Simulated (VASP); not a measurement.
# Ti: which input changes matter, part 2 of 3

Aim: change the input of a sound run on Ti piece by piece and see what each change does. All runs use r2SCAN. This is not the structure that Ti takes at ambient conditions. The start is a cell from a database of measured crystal structures.

VASP 6.6.1, plane waves and PAW; the level of theory is named at each step.

Still holding for the runs below: The k-mesh is coarse for a metal.

So far. Step 2 (Reference run): The pressure is 4.14 GPa and the largest force 0.000 eV/Å, so the cell is not at a minimum at these settings.

The starting crystal is not the ambient structure of Ti (hexagonal, No. 194); it is a model or a phase of other conditions.

### 6. Relaxing cell and atoms (r2SCAN) with a changed input

Level of this step: r2SCAN; plane waves and PAW (Ti_sv) (VASP).

The start need not lie at this functional's minimum. ISIF = 3 frees volume, shape and positions, and EDIFFG sets the threshold on forces and stress at which the search stops. Some settings are moved from the usual, to see what they do.

INCAR

```
SYSTEM = Ti
PREC = Accurate
ENCUT = 400
EDIFF = 1E-06
NELM = 100
ISMEAR = 0
SIGMA = 0.02
LREAL = .FALSE.
ALGO = Normal
METAGGA = R2SCAN
LASPH = .TRUE.
NBANDS = 12
LORBIT = 11
LWAVE = .FALSE.
LCHARG = .FALSE.
KPAR = 2
IBRION = 2
NSW = 60
ISIF = 3
EDIFFG = -0.01
```

POSCAR

```
Ti
1.0
    0.0000000000      2.0300000000      2.0300000000
    2.0300000000      0.0000000000      2.0300000000
    2.0300000000      2.0300000000      0.0000000000
Ti
1
Direct
    0.0000000000      0.0000000000      0.0000000000
```

KPOINTS

```
Automatic mesh
0
Gamma
11 11 11
0 0 0
```

Potentials, in the order of the species: Ti_sv (PBE family, release 64).

On the command line:

```
mpirun -np 2 vasp_std
```

The program printed:

```text
[... set-up lines as in an earlier step ...]
 entering main loop
       N       E                     dE             d eps       ncg     rms          rms(c)
DAV:   1     0.713877016240E+02    0.71388E+02   -0.57937E+03  1360   0.105E+03
DAV:   2    -0.133494010212E+02   -0.84737E+02   -0.82216E+02  1356   0.275E+02
DAV:   3    -0.170686955341E+02   -0.37193E+01   -0.36835E+01  1772   0.622E+01
DAV:   4    -0.171638921442E+02   -0.95197E-01   -0.95135E-01  1492   0.882E+00
DAV:   5    -0.171659803945E+02   -0.20883E-02   -0.20882E-02  1612   0.119E+00    0.105E+01
DAV:   6    -0.128182747437E+02    0.43477E+01   -0.48966E+00  1552   0.359E+01    0.173E+00
DAV:   7    -0.128431829638E+02   -0.24908E-01   -0.12298E-01  1452   0.319E+00    0.112E+00
DAV:   8    -0.128650755666E+02   -0.21893E-01   -0.66418E-02  1920   0.282E+00    0.577E-01
DAV:   9    -0.128671140191E+02   -0.20385E-02   -0.50230E-02  1484   0.341E+00    0.581E-01
DAV:  10    -0.128608363534E+02    0.62777E-02   -0.15574E-02  1448   0.195E+00    0.428E-02
DAV:  11    -0.128608765061E+02   -0.40153E-04   -0.14268E-04  1592   0.132E-01    0.273E-02
DAV:  12    -0.128608718568E+02    0.46493E-05   -0.20827E-05  1496   0.718E-02    0.519E-03
DAV:  13    -0.128608716899E+02    0.16687E-06   -0.78765E-07  1004   0.144E-02
   1 F= -.12860872E+02 E0= -.12860584E+02  d E =-.128609E+02
 curvature:   0.00 expect dE= 0.000E+00 dE for cont linesearch  0.000E+00
 trial: gam= 0.00000 g(F)=  0.141E-62 g(S)=  0.239E-01 ort = 0.000E+00 (trialstep = 0.100E+01)
 search vector abs. value=  0.239E-01
 bond charge predicted
       N       E                     dE             d eps       ncg     rms          rms(c)
DAV:   1    -0.134737598543E+02   -0.61289E+00   -0.11431E+01  1548   0.525E+01    0.666E+00
DAV:   2    -0.128569316582E+02    0.61683E+00   -0.17449E+00  1492   0.188E+01    0.133E+00
DAV:   3    -0.128444984717E+02    0.12433E-01   -0.14392E-01  1936   0.280E+00    0.412E-01
DAV:   4    -0.128546184325E+02   -0.10120E-01   -0.16132E-02  1656   0.790E-01    0.224E-01
DAV:   5    -0.128642991344E+02   -0.96807E-02   -0.20069E-02  1688   0.561E-01    0.244E-01
DAV:   6    -0.128649526712E+02   -0.65354E-03   -0.26437E-03  1648   0.395E-01    0.475E-02
DAV:   7    -0.128650506066E+02   -0.97935E-04   -0.21163E-04  1564   0.107E-01    0.129E-02
DAV:   8    -0.128650616410E+02   -0.11034E-04   -0.24628E-05  1468   0.355E-02    0.402E-03
DAV:   9    -0.128650624548E+02   -0.81379E-06   -0.44207E-07  1052   0.592E-03
   2 F= -.12865062E+02 E0= -.12864782E+02  d E =-.419076E-02
 trial-energy change:   -0.004191  1 .order   -0.003756   -0.023917    0.016404
 step:   0.6086(harm=  0.5932)  dis= 0.00000  next Energy=   -12.868247 (dE=-0.738E-02)
 bond charge predicted
       N       E                     dE             d eps       ncg     rms          rms(c)
DAV:   1    -0.129596921227E+02   -0.94630E-01   -0.16877E+00  1512   0.195E+01    0.257E+00
DAV:   2    -0.128679627651E+02    0.91729E-01   -0.21733E-01  1484   0.712E+00    0.572E-01
DAV:   3    -0.128653489898E+02    0.26138E-02   -0.19873E-02  1976   0.112E+00    0.181E-01
DAV:   4    -0.128668233137E+02   -0.14743E-02   -0.28878E-03  1684   0.288E-01    0.873E-02
DAV:   5    -0.128682645536E+02   -0.14412E-02   -0.31783E-03  1728   0.214E-01    0.954E-02
DAV:   6    -0.128683630367E+02   -0.98483E-04   -0.33350E-04  1584   0.151E-01    0.132E-02
DAV:   7    -0.128683601906E+02    0.28461E-05   -0.54788E-05  1528   0.641E-02    0.474E-03
DAV:   8    -0.128683617221E+02   -0.15315E-05   -0.82683E-06  1584   0.348E-02    0.272E-03
DAV:   9    -0.128683606818E+02    0.10403E-05   -0.35804E-07   892   0.799E-03    0.700E-04
DAV:  10    -0.128683605160E+02    0.16575E-06   -0.11400E-07   704   0.291E-03
   3 F= -.12868361E+02 E0= -.12868129E+02  d E =-.748883E-02
 curvature:  -0.30 expect dE=-0.139E-05 dE for cont linesearch -0.139E-05
 trial: gam= 0.00000 g(F)=  0.127E-61 g(S)=  0.469E-05 ort =-0.335E-03 (trialstep = 0.922E+00)
 search vector abs. value=  0.469E-05
 reached required accuracy - stopping structural energy minimisation
```

Elapsed: 53 s, on 2 MPI ranks of Intel Xeon Platinum 8488C (Sapphire Rapids), shared host; peak memory 0.24 GiB.

OUTCAR, selected parts (step 6):

```text
The static configuration has the point symmetry O_h .

 Found     56 irreducible k-points:

   NELECT =      12.0000    total number of electrons

 E-fermi :   8.2228

 k-point     1 :       0.0000    0.0000    0.0000
  band No.  band energies     occupation
      1     -50.7807      2.00000
      2     -25.5923      2.00000
      3     -25.5923      2.00000
      4     -25.5923      2.00000
      5       1.8131      2.00000
      6       9.2566      0.00000
      7       9.2566      0.00000
      8       9.2566      0.00000
      9      11.0600      0.00000
     10      11.0600      0.00000
    ...

 k-point     2 :       0.0909    0.0000    0.0000
  band No.  band energies     occupation
      1     -50.7707      2.00000
      2     -25.6499      2.00000
      3     -25.5994      2.00000
      4     -25.5994      2.00000
      5       2.0876      2.00000
      6       9.0796      0.00000
      7       9.3526      0.00000
      8       9.3526      0.00000
      9      10.9978      0.00000
     10      10.9978      0.00000
    ...

  Total       -0.0056904     -0.0056904     -0.0056904      0.0000000      0.0000000      0.0000000
  in kB       -0.5258737     -0.5258737     -0.5258737      0.0000000      0.0000000      0.0000000
  external PRESSURE =      -0.5258737 kB  Pullay stress =       0.0000000 kB

  energy-cutoff  :      400.00
  volume of cell :       17.34
      direct lattice vectors                 reciprocal lattice vectors
    -0.000000000  2.054227307  2.054227307    -0.243400523  0.243400523  0.243400523
     2.054227307 -0.000000000  2.054227307     0.243400523 -0.243400523  0.243400523
     2.054227307  2.054227307 -0.000000000     0.243400523  0.243400523 -0.243400523

 POSITION                                       TOTAL-FORCE (eV/Angst)
 -----------------------------------------------------------------------------------
      0.00000      0.00000      0.00000         0.000000     -0.000000      0.000000
 -----------------------------------------------------------------------------------
    total drift:                                0.000000      0.000000      0.000000

  FREE ENERGIE OF THE ION-ELECTRON SYSTEM (eV)
  ---------------------------------------------------
  free  energy   TOTEN  =       -12.8683605160 eV

  energy  without entropy=      -12.8678975690  energy(sigma->0) =      -12.86812904

 reached required accuracy - stopping structural energy minimisation

 total charge
# of ion       s       p       d       tot
------------------------------------------
    1        2.243   6.137   1.838  10.219

[... 7 parts as in an earlier step ...]

[... 5 further parts left out ...]
```

CONTCAR:

```
Ti
   1.00000000000000
    -0.0000000000000000    2.0542273069036265    2.0542273069036265
     2.0542273069036265   -0.0000000000000000    2.0542273069036265
     2.0542273069036265    2.0542273069036265   -0.0000000000000000
  Ti
     1
Direct
     0.0000000000000000    0.0000000000000000    0.0000000000000000
```

The run keeps the 48 symmetry operations of its start, so it cannot find a distortion of lower symmetry.

Relaxation path:

```
step  energy less that of the first step (eV)  largest force (eV/Å)  pressure (GPa)  volume (Å³)
   1                                   0.0000                0.0000            3.89        16.73
   2                                  -0.0042                0.0000           -2.52        17.73
   3                                  -0.0075                0.0000           -0.05        17.34
```

```
conventional cell, symmetrised  before  after  change
                         a (Å)   4.060  4.108  +1.2 %
                         b (Å)   4.060  4.108  +1.2 %
                         c (Å)   4.060  4.108  +1.2 %
              volume (Å³/atom)   16.73  17.34  +3.6 %
```

The relaxed structure:

```xyz
1
Lattice="0.0000 2.0542 2.0542 2.0542 0.0000 2.0542 2.0542 2.0542 0.0000" Properties=species:S:1:pos:R:3 pbc="T T T"
Ti    0.0000    0.0000    0.0000
```

This step gave:

```yaml
energy_at_zero_smearing: -12.87 eV
fermi_energy: 8.223 eV
pressure: -0.05259 GPa
scf_cycles_over_all_ionic_steps: 32
```

It ends with forces that vanish by symmetry and a pressure of -0.05 GPa.

### 7. Relaxing cell and atoms (r2SCAN) with a changed input, try 2

This run is made with a changed input; what comes of it follows.

INCAR

```
SYSTEM = Ti
PREC = Accurate
ENCUT = 400
EDIFF = 1E-06
NELM = 68
ISMEAR = -1
SIGMA = 0.05
LREAL = .FALSE.
ALGO = Normal
METAGGA = R2SCAN
LASPH = .TRUE.
NBANDS = 12
LORBIT = 11
LWAVE = .FALSE.
LCHARG = .FALSE.
KPAR = 2
IBRION = 1
NSW = 30
ISIF = 3
EDIFFG = -0.01
POTIM = 3
```

POSCAR is that of step 6.

KPOINTS is that of step 6.

On the command line:

```
mpirun -np 2 vasp_std
```

The program printed:

```text
[... set-up lines as in an earlier step ...]
 entering main loop
       N       E                     dE             d eps       ncg     rms          rms(c)
[... 4 cycles as in an earlier step ...]
DAV:   5    -0.171694220143E+02   -0.20875E-02   -0.20875E-02  1612   0.119E+00    0.105E+01
DAV:   6    -0.128250094868E+02    0.43444E+01   -0.48958E+00  1552   0.359E+01    0.173E+00
DAV:   7    -0.128498277923E+02   -0.24818E-01   -0.12325E-01  1452   0.320E+00    0.111E+00
DAV:   8    -0.128700780441E+02   -0.20250E-01   -0.57435E-02  1940   0.256E+00    0.492E-01
DAV:   9    -0.128701635854E+02   -0.85541E-04   -0.25234E-02  1500   0.248E+00    0.376E-01
DAV:  10    -0.128679630908E+02    0.22005E-02   -0.56721E-03  1432   0.122E+00    0.171E-02
DAV:  11    -0.128679801008E+02   -0.17010E-04   -0.58800E-05  1624   0.786E-02    0.978E-03
DAV:  12    -0.128679810650E+02   -0.96417E-06   -0.11789E-05  1556   0.440E-02    0.226E-03
DAV:  13    -0.128679818432E+02   -0.77827E-06   -0.34819E-07   908   0.700E-03
   1 F= -.12867982E+02 E0= -.12861774E+02  d E =-.128680E+02
 BRION: g(F)=  0.225E-61 g(S)=  0.162E+00
 bond charge predicted
       N       E                     dE             d eps       ncg     rms          rms(c)
DAV:   1    -0.360928102000E+02   -0.23225E+02   -0.52482E+02  1808   0.359E+02    0.480E+01
DAV:   2    -0.107091775736E+02    0.25384E+02   -0.12451E+02  1664   0.119E+02    0.636E+00
DAV:   3    -0.111632466127E+02   -0.45407E+00   -0.63114E+00  1788   0.175E+01    0.475E+00
DAV:   4    -0.118056029594E+02   -0.64236E+00   -0.38740E-01  1756   0.530E+00    0.304E+00
DAV:   5    -0.121250380987E+02   -0.31944E+00   -0.20445E-01  2144   0.204E+00    0.235E+00
DAV:   6    -0.123527368101E+02   -0.22770E+00   -0.38857E-01  2076   0.367E+00    0.197E-01
DAV:   7    -0.123520858660E+02    0.65094E-03   -0.15166E-02  1504   0.107E+00    0.109E-01
DAV:   8    -0.123520701821E+02    0.15684E-04   -0.37636E-03  1716   0.611E-01    0.910E-02
DAV:   9    -0.123521356406E+02   -0.65458E-04   -0.25319E-04  1604   0.120E-01    0.574E-02
DAV:  10    -0.123521304974E+02    0.51431E-05   -0.73000E-05  1684   0.793E-02    0.222E-02
DAV:  11    -0.123521368243E+02   -0.63269E-05   -0.80582E-06  1616   0.348E-02    0.129E-02
DAV:  12    -0.123521365951E+02    0.22923E-06   -0.69770E-06  1744   0.286E-02
   2 F= -.12352137E+02 E0= -.12344096E+02  d E =0.515845E+00
[...]
3 F= -.12875054E+02 E0= -.12868516E+02  d E =-.522917E+00
[...]
4 F= -.12875392E+02 E0= -.12868910E+02  d E =-.338185E-03
 BRION: g(F)=  0.546E-62 g(S)=  0.321E-03 retain N=  1 mean eig= 0.10
 eig:   0.097
 bond charge predicted
       N       E                     dE             d eps       ncg     rms          rms(c)
DAV:   1    -0.128758694231E+02   -0.47670E-03   -0.86511E-03  1492   0.141E+00    0.184E-01
DAV:   2    -0.128754082552E+02    0.46117E-03   -0.11677E-03  1488   0.515E-01    0.398E-02
DAV:   3    -0.128753957722E+02    0.12483E-04   -0.10023E-04  1940   0.776E-02    0.126E-02
DAV:   4    -0.128754025924E+02   -0.68202E-05   -0.14504E-05  1700   0.222E-02    0.603E-03
DAV:   5    -0.128754074589E+02   -0.48665E-05   -0.14909E-05  1688   0.151E-02    0.687E-03
DAV:   6    -0.128754069523E+02    0.50653E-06   -0.12737E-06  1264   0.934E-03
   5 F= -.12875407E+02 E0= -.12868915E+02  d E =-.147703E-04
 BRION: g(F)=  0.145E-61 g(S)=  0.168E-06 retain N=  1 mean eig= 0.09
 eig:   0.095
 reached required accuracy - stopping structural energy minimisation
```

It took 94 s on 2 MPI ranks; peak memory 0.25 GiB.

From OUTCAR (step 7):

```text
The static configuration has the point symmetry O_h .

 Found     56 irreducible k-points:

   NELECT =      12.0000    total number of electrons

 E-fermi :   8.2529

 k-point     1 :       0.0000    0.0000    0.0000
  band No.  band energies     occupation
      1     -50.7641      2.00000
      2     -25.5754      2.00000
      3     -25.5753      2.00000
      4     -25.5753      2.00000
      5       1.8192      2.00000
      6       9.2673      0.00000
      7       9.2673      0.00000
      8       9.2673      0.00000
      9      11.0779      0.00000
     10      11.0779      0.00000
    ...

 k-point     2 :       0.0909    0.0000    0.0000
  band No.  band energies     occupation
      1     -50.7540      2.00000
      2     -25.6332      2.00000
      3     -25.5825      2.00000
      4     -25.5825      2.00000
      5       2.0939      2.00000
      6       9.0901      0.00000
      7       9.3635      0.00000
      8       9.3635      0.00000
      9      11.0156      0.00000
     10      11.0156      0.00000
    ...

  Total       -0.0004392     -0.0004392     -0.0004392     -0.0000000     -0.0000000      0.0000000
  in kB       -0.0406163     -0.0406163     -0.0406163     -0.0000000     -0.0000000      0.0000000
  external PRESSURE =      -0.0406163 kB  Pullay stress =       0.0000000 kB

  energy-cutoff  :      400.00
  volume of cell :       17.33
      direct lattice vectors                 reciprocal lattice vectors
     0.000000000  2.053792950  2.053792950    -0.243451999  0.243451999  0.243451999
     2.053792950  0.000000000  2.053792950     0.243451999 -0.243451999  0.243451999
     2.053792950  2.053792950 -0.000000000     0.243451999  0.243451999 -0.243451999

 POSITION                                       TOTAL-FORCE (eV/Angst)
 -----------------------------------------------------------------------------------
      0.00000      0.00000      0.00000         0.000000      0.000000      0.000000
 -----------------------------------------------------------------------------------
    total drift:                                0.000000      0.000000      0.000000

  FREE ENERGIE OF THE ION-ELECTRON SYSTEM (eV)
  ---------------------------------------------------
  free  energy   TOTEN  =       -12.8754069523 eV

  energy  without entropy=      -12.8624227729  energy(sigma->0) =      -12.86891486

 total charge
# of ion       s       p       d       tot
------------------------------------------
    1        2.243   6.137   1.841  10.221

[... 8 parts as in an earlier step ...]

[... 5 further parts left out ...]
```

The run converged. In volume (within 0.3 %) and energy (within 2 meV an atom) it ends like the sound relaxation.

Settings moved from the usual: NELM = 68, NSW = 30, POTIM = 3.0 and IBRION = 1.

### 8. A single point (r2SCAN) with a changed input, try 2

A single point gives energy, forces and stress at these settings. Some settings are moved from the usual, to see what they do.

INCAR

```
SYSTEM = Ti
PREC = Normal
ENCUT = 400
EDIFF = 1E-06
NELM = 100
ISMEAR = -1
SIGMA = 0.05
LREAL = .FALSE.
ALGO = Normal
METAGGA = R2SCAN
LASPH = .TRUE.
NBANDS = 12
LORBIT = 11
LWAVE = .FALSE.
LCHARG = .FALSE.
KPAR = 2
ISIF = 2
```

POSCAR is that of step 7.

KPOINTS is that of step 7.

On the command line:

```
mpirun -np 2 vasp_std
```

The program printed:

```text
[... set-up lines as in an earlier step ...]
 entering main loop
       N       E                     dE             d eps       ncg     rms          rms(c)
DAV:   1     0.713782280690E+02    0.71378E+02   -0.57940E+03  1360   0.105E+03
DAV:   2    -0.133558976466E+02   -0.84734E+02   -0.82213E+02  1356   0.275E+02
DAV:   3    -0.170724167197E+02   -0.37165E+01   -0.36776E+01  1772   0.622E+01
DAV:   4    -0.171675632673E+02   -0.95147E-01   -0.95079E-01  1492   0.882E+00
DAV:   5    -0.171696501618E+02   -0.20869E-02   -0.20868E-02  1612   0.119E+00    0.105E+01
DAV:   6    -0.128245160355E+02    0.43451E+01   -0.48910E+00  1552   0.359E+01    0.173E+00
DAV:   7    -0.128499439580E+02   -0.25428E-01   -0.12319E-01  1452   0.320E+00    0.112E+00
DAV:   8    -0.128703784030E+02   -0.20434E-01   -0.57926E-02  1940   0.257E+00    0.494E-01
DAV:   9    -0.128704486421E+02   -0.70239E-04   -0.25502E-02  1500   0.249E+00    0.378E-01
DAV:  10    -0.128682197057E+02    0.22289E-02   -0.57410E-03  1428   0.123E+00    0.171E-02
DAV:  11    -0.128682384594E+02   -0.18754E-04   -0.58728E-05  1620   0.788E-02    0.971E-03
DAV:  12    -0.128682395583E+02   -0.10988E-05   -0.11709E-05  1564   0.439E-02    0.220E-03
DAV:  13    -0.128682405092E+02   -0.95096E-06   -0.34530E-07   928   0.699E-03
   1 F= -.12868241E+02 E0= -.12862034E+02  d E =-.124136E-01
```

Elapsed: 12 s, on 2 MPI ranks; peak memory 0.2 GiB; 15 s of CPU time.

Parts of OUTCAR (step 8):

```text
   NELECT =      12.0000    total number of electrons

 E-fermi :   8.6348

 k-point     1 :       0.0000    0.0000    0.0000
  band No.  band energies     occupation
      1     -50.3138      2.00000
      2     -25.0809      2.00000
      3     -25.0809      2.00000
      4     -25.0803      2.00000
      5       2.1183      2.00000
      6       9.6761      0.00000
      7       9.6762      0.00000
      8       9.6762      0.00000
      9      11.5674      0.00000
     10      11.5674      0.00000
    ...

  Total        0.4262233      0.4262233      0.4262233     -0.0000000      0.0000000     -0.0000000
  in kB       40.8159297     40.8159297     40.8159297     -0.0000000      0.0000000     -0.0000000
  external PRESSURE =      40.8159297 kB  Pullay stress =       0.0000000 kB

 POSITION                                       TOTAL-FORCE (eV/Angst)
 -----------------------------------------------------------------------------------
      0.00000      0.00000      0.00000         0.000000     -0.000000      0.000000
 -----------------------------------------------------------------------------------
    total drift:                               -0.000000     -0.000000     -0.000000

  FREE ENERGIE OF THE ION-ELECTRON SYSTEM (eV)
  ---------------------------------------------------
  free  energy   TOTEN  =       -12.8682405092 eV

  energy  without entropy=      -12.8558269242  energy(sigma->0) =      -12.86203372

[... 7 parts as in an earlier step ...]

[... 10 further parts left out ...]
```

PREC = Normal changes the FFT grids.

Numbers from this step:

* energy at zero smearing: -12.86 eV
* Fermi energy: 8.635 eV
* pressure: 4.082 GPa

Against the reference run the energy at zero smearing moves by -0.26 meV an atom and the pressure by -0.06 GPa.

(Part 2 of 3 ends here.)

[Lines on the potential files, build, host, timing and source positions are cut from VASP's logs without a mark.]

[Logs are printed without paths, hosts, clocks, repeated set-up lines and the standing remarks that a program may print on its own settings, such as how far it seeks lower states.]

[Hosts, paths, dates, database ids (printed as entryN), source tags and the programs' standing remarks are cut or masked in the printed files.]

[A measured line is paired with the nearest computed mode of its activity, which favours agreement.]

[In band tables of VASP the shares of atoms and orbitals are scaled to a sum of 1 inside the atoms' spheres.]
